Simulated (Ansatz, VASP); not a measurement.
# Cross-check of PtS2 between VASP and Ansatz, part 2 of 2

Wanted: the spread between two codes on one cell, functional and k mesh. The cell is taken from a series of runs on this material, whose earlier steps may have relaxed, scaled, displaced or heated it; both programs get it as it stands.

VASP 6.6.1 and Ansatz 0.2.0.

So far: The starting structure; VASP: zone-centre phonons, PBEsol with D3(BJ).

## 3. Ansatz: zone-centre phonons, PBEsol with D3(BJ)

Level of this step: Ansatz beside VASP: Kohn-Sham DFT, plane waves, PBEsol with D3(BJ) (Ansatz).

Ansatz runs on its PAW soft_1 files.

The same cell, functional, mesh and smearing now go to Ansatz, which takes its cutoff from its data sets.

input.yaml

```yaml
crystal:
  lattice:
    - [3.5730496891, 0.0, 0.0]
    - [-1.7865248446, 3.0943517997, 0.0]
    - [0.0, 0.0, 4.6109676386]
  atoms:
    - { symbol: S, position: [0.3333333333, 0.6666666667, 0.2588272791] }
    - { symbol: S, position: [0.6666666667, 0.3333333333, 0.7411727209] }
    - { symbol: Pt, position: [0.0, 0.0, 0.0] }
kpoints:
  mp_grid: { grid: [15, 15, 12] }
hamiltonian:
  xc: pbesol
  dispersion: d3bj
  pseudopotentials: { kind: paw, azcp: { folder: soft_1 }, xc_functional: pbe }
scf:
  occupations: { method: methfessel_paxton, width: 0.2 }
output:
  eigenvalues: true
phonons:
  method: dfpt
```

The run is started by

```
ansatz run input.yaml --threads 4 --pin off --max-ram 10240MiB --backend cpu --events-out ev --progress --plain --runs-dir out
```

Numbers of over 12 decimals in the logs are rounded to 6 here.

The log of the run:

```text
Engine: ansatz 0.2.0, x86_64-unknown-linux-gnu
Pseudopotentials: kind: paw
Pseudopotential: S, paw, valence charge 6, recommended cutoff 420 eV (normal), soft_1/S.paw.azcp
Pseudopotential: Pt, paw, valence charge 18, recommended cutoff 420 eV (normal), soft_1/Pt.paw.azcp
Functional definition: PBEsol
  exchange = pbesol_x
  correlation = pbesol_c
Crystal: 3 atoms, lattice volume = 50.980 Å³
Basis set: ecut = 420 eV, 981 PW (Γ), exchange–correlation on 48×48×64 points (8 copies of the dense FFT grid, shifted against one another)
Bands: 19, of which v1, the nominal top of the filled ones, is band 15 counted from 1 (14 counted from 0)
Symmetry: 12 space group operations
k-points: 728 of 2700 (irreducible under 2 space group operations, time reversal used)
Non-local potential: S, projectors of the file, l = 0: 2, l = 1: 2, l = 2: 1
Non-local potential: Pt, projectors of the file, l = 0: 3, l = 1: 2, l = 2: 2, l = 3: 1
PAW form: soft (Blöchl's): semilocal exchange-correlation on the pseudo side does not see the compensation charge
PAW frozen core: S, regenerated for the run's functional, and the local potential with it (the file was generated under x = pbe(κ = 0.804, μ = 0.219515), c = pbe(β = 0.066725))
PAW frozen core: Pt, regenerated for the run's functional, and the local potential with it (the file was generated under x = pbe(κ = 0.804, μ = 0.219515), c = pbe(β = 0.066725))
PAW one-centre angular grid: S, 110 points (default); XC on 64 Gauss nodes
PAW one-centre angular grid: Pt, 590 points (default); XC on 64 Gauss nodes
Initial density: superposition of atomic densities (chi_scale 0.1, normalization cell, long waves kept (reshape's long-wave potential 0.01 eV rms))
Initial wavefunctions: pseudopotential atomic-orbital guess
Functional: x = pbesol(κ = 0.804, μ = 0.123457), c = pbesol(β = 0.046)
SCF iter   1: F=—  HF=-14158.177303 eV  |F-HF|=—  |Δ(HF+E_count)|=         —  Δρ=7.87e-2  dr2=2.71e0  ethr=3.10e-3  ⟨swp⟩=6.3  Hψ=74638  notcnv=0
preconditioner: auto → Resta (q_TF=auto, 2.498 Å⁻¹)  ε∞=7.3  [insulator: Δε(μ)=0.625 eV  Ē_g=9.683 eV  σ=0.200 eV  W_gap=1.05  n_scr=20 (ndim 8)  ℏωp=24.4 eV  f_vac=0.000  D(μ)=-0.01/eV (n_scr^D=0)  ε∞_Penn≈7.3]
SCF iter   2: F=—  HF=-14157.712545 eV  |F-HF|=—  |Δ(HF+E_count)|=   4.65e-1  S|Δr|=    0.00e0  Δρ=3.63e-2  dr2=5.11e-1  ethr=3.10e-3  ⟨swp⟩=2.8  Hψ=27401  notcnv=0
SCF iter   3: F=—  HF=-14157.612016 eV  |F-HF|=—  |Δ(HF+E_count)|=   1.01e-1  S|Δr|=    0.00e0  Δρ=4.92e-3  dr2=6.43e-3  ethr=1.70e-3  ⟨swp⟩=2.5  Hψ=20034  notcnv=0
SCF iter   4: F=—  HF=-14157.612158 eV  |F-HF|=—  |Δ(HF+E_count)|=   1.42e-4  S|Δr|=    0.00e0  Δρ=5.90e-4  dr2=1.68e-4  ethr=2.14e-5  ⟨swp⟩=2.7  Hψ=30132  notcnv=0
SCF iter   5: F=—  HF=-14157.612235 eV  |F-HF|=—  |Δ(HF+E_count)|=   7.67e-5  S|Δr|=    0.00e0  Δρ=1.25e-4  dr2=7.70e-6  ethr=5.61e-7  ⟨swp⟩=2.3  Hψ=23036  notcnv=0
SCF iter   6: F=—  HF=-14157.612239 eV  |F-HF|=—  |Δ(HF+E_count)|=   4.79e-6  S|Δr|=    0.00e0  Δρ=2.41e-5  dr2=3.05e-7  ethr=2.57e-8  ⟨swp⟩=2.1  Hψ=20735  notcnv=0
SCF iter   7: F=—  HF=-14157.612244 eV  |F-HF|=—  |Δ(HF+E_count)|=   4.69e-6  S|Δr|=    0.00e0  Δρ=3.80e-6  dr2=5.88e-9  ethr=1.02e-9  ⟨swp⟩=2.0  Hψ=21731  notcnv=0
SCF iter   8: F=—  HF=-14157.612244 eV  |F-HF|=—  |Δ(HF+E_count)|=   6.42e-9  S|Δr|=    0.00e0  Δρ=8.31e-7  dr2=5.17e-10  ethr=1.96e-11  ⟨swp⟩=2.0  Hψ=21158  notcnv=0
SCF iter   9: F=—  HF=-14157.612244 eV  |F-HF|=—  |Δ(HF+E_count)|=  3.89e-10  S|Δr|=    0.00e0  Δρ=2.28e-7  dr2=3.83e-11  ethr=1.72e-12  ⟨swp⟩=2.1  Hψ=21249  notcnv=0
SCF iter  10: F=-14157.612244 eV  HF=-14157.612244 eV  |F-HF|=5.46e-12  |Δ(HF+E_count)|=  1.82e-11  S|Δr|=    0.00e0  Δρ=3.82e-8  dr2=5.74e-13  ethr=1.00e-12  ⟨swp⟩=6.9  Hψ=68696  notcnv=0
SCF 1 converged in 10 iterations: F = -14157.612244 eV  dr2 = 5.74e-13
  greatest PAW one-centre occupation: 1.000 electrons in one spin orbital (limit 2), on the Pt atom at site 2 (counted from 0), in its partial waves of l = 0
DFPT response loops at Γ: preconditioner auto → Kerker (q_TF=auto, 2.498 Å⁻¹) (partly filled bands, converged f_vac=0.000); β = 1.00, the filter's whole step (`scf.mixing.beta` (0.50) is not read by the response loops under this deck's `scf.mixing.preconditioner`; to damp them name `kerker` or `kerker_dos`, under which they read `scf.mixing.beta`, and type it under 1.00, their step now; both keys bind the ground state too); Broyden in place of MSR1
SCF converged after 10 iterations
Stability not checked: this state was not tested for a lower state beside it, because cold or Methfessel-Paxton smearing, or corrected tetrahedra, fill the levels in a way that the test cannot read (fill_not_monotonic; see scf.lower_state_search)
Free energy (F): -14157.612244 eV
Harris-Foulkes:  -14157.612244 eV  (|F-HF|=5.46e-12)
Internal energy: -14157.614756 eV  (E = F + TS)
E sigma→0 (E₀):  -14157.612872 eV
Entropy (-TS):   0.002512 eV (0.837 meV/atom)
Fermi energy:    12.675218 eV
--- Per-component energies (eV) ---
  E_band       = -283.518909
  E_kinetic    = 806.801171
  E_local      = -2728.378071  (includes V_loc(G=0)·N_el)
  E_nonlocal   = 275.872188
  E_hartree    = 1068.983262
  E_xc         = -407.240153
  E_vxc        = -436.443101  (∫ρ·V_xc dr)
  E_paw        = -10530.100901  (= ΣΔE_a)
  E_vpaw       = -339.338774  (= ΣTr[D̂ρ^β])
  E_aug_tail   = 0.001142  (compensation charges beyond the density's cutoff)
  E_ewald      = -2642.793263
  E_disp       = -1.171062  (pairwise vdW)
  E_core_change = 0.410930  (= ΣΔE_core)
  E_smearing   = 0.002512  (= −TS)
  E_closure    = 0.000000  (closes the sum)
  Σ components = -14157.612244   (vs F -14157.612244, Δ=0.00e0)
--- Band table (eV; the first three rows and the last of 728) ---
  k-point 0: bands = [... 11 lower, 10.1661, 11.0426, 11.0426, 12.7677, 13.8189, 13.8189, 16.0144, 17.6358]
  k-point 1: bands = [... 11 lower, 10.1491, 10.9988, 10.9988, 12.6238, 13.8941, 13.8941, 16.0955, 17.7857]
  k-point 2: bands = [... 11 lower, 10.0902, 10.8857, 10.8857, 12.2596, 14.0985, 14.0985, 16.3360, 18.1667]
  k-point 727: bands = [... 11 lower, 9.0376, 9.2735, 9.7927, 11.3552, 13.4114, 13.7970, 17.4594, 19.7775]
--- Phonons (Γ-DFPT): 4 representative perturbations + reference, on 728 of 2700 k-points (Σ response iterations 12) ---
  k mesh reduced under 2 symmetry operations, with k and −k counted as one. Each operation leaves every solved perturbation unchanged. A smaller set is not used because it would not reduce the number of displacements times k-points to solve
  ASR residual: 3.642e-5 → 0.000e0 eV/Å²; symmetrization residual: 1.512e-5 eV/Å²
  pairwise dispersion correction: d3bj (s6 = 1.0, s8 = 2.9491, a1 = 0.4466, a2_bohr = 6.1742), with the weights of each atom's references fixed at the reference crystal's, and the forces and stress that the weights' published response gives there kept as a pressure on the atom's counted neighbours (hamiltonian.dispersion)
  ASR residual per site (eV/Å²): 7.03e-6 7.03e-6 3.64e-5
  Γ frequencies (cm⁻¹): 0.00 0.00 0.00 296.26 296.26 307.19 307.19 322.14 329.06
  non-analytic LO–TO correction: not included (Born effective charges unavailable; polar crystals: no LO–TO splitting at Γ)
```

The column dr2 measures how far the density is from self-consistency, as an energy; F and HF (Harris–Foulkes) agree once it is small.

## 4. Side by side

Known differences besides the potentials themselves: the data sets hold 30 valence electrons in Ansatz (on its PAW soft_1 files) and 22 in VASP; the cutoff is 420 eV in Ansatz and 500 eV in VASP; Ansatz makes its cores anew for this functional, VASP keeps those of its PBE data sets; Ansatz takes the dispersion share of the force constants at frozen C6 weights, VASP differentiates the full forces; VASP uses finite displacements, Ansatz perturbation theory. Total energies have different zeros and are not compared.

The two programs side by side:

| quantity | Ansatz | VASP | difference |
| --- | --- | --- | --- |
| optical mode 1 to 2 (cm⁻¹) | 296.3 | 296.0 | +0.09 % |
| optical mode 3 to 4 (cm⁻¹) | 307.2 | 307.5 | -0.10 % |
| optical mode 5 (cm⁻¹) | 322.1 | 322.9 | -0.23 % |
| optical mode 6 (cm⁻¹) | 329.1 | 329.3 | -0.07 % |

Modes are paired by rising frequency, not by their patterns, so a pair may set unlike modes beside each other; they are those without the splitting of longitudinal modes.

## 5. What came out

```yaml
r_m_s_difference_of_the_optical_zone_centre_modes_each_program_s_sorted_by_frequency_zone_centre_phonons_pbesol_with_d3_bj: 0.40 cm⁻¹
```

The r.m.s. difference of the optical zone-centre modes, each program's sorted by frequency is 0.40 cm⁻¹ (zone-centre phonons, PBEsol with D3(BJ)). The data sets hold unlike numbers of valence electrons (30 in Ansatz and 22 in VASP), so part of the differences comes from the potentials. Such differences can come from data sets, numerical settings and the points named under the comparisons, not from the functional's error against experiment.

[Lines on the potential files, build, host, timing and source positions are cut from VASP's logs without a mark.]

[Logs are printed without paths, hosts, clocks, repeated set-up lines and the standing remarks that a program may print on its own settings, such as how far it seeks lower states.]

[Hosts, paths, dates, database ids (printed as entryN), source tags and the programs' standing remarks are cut or masked in the printed files.]
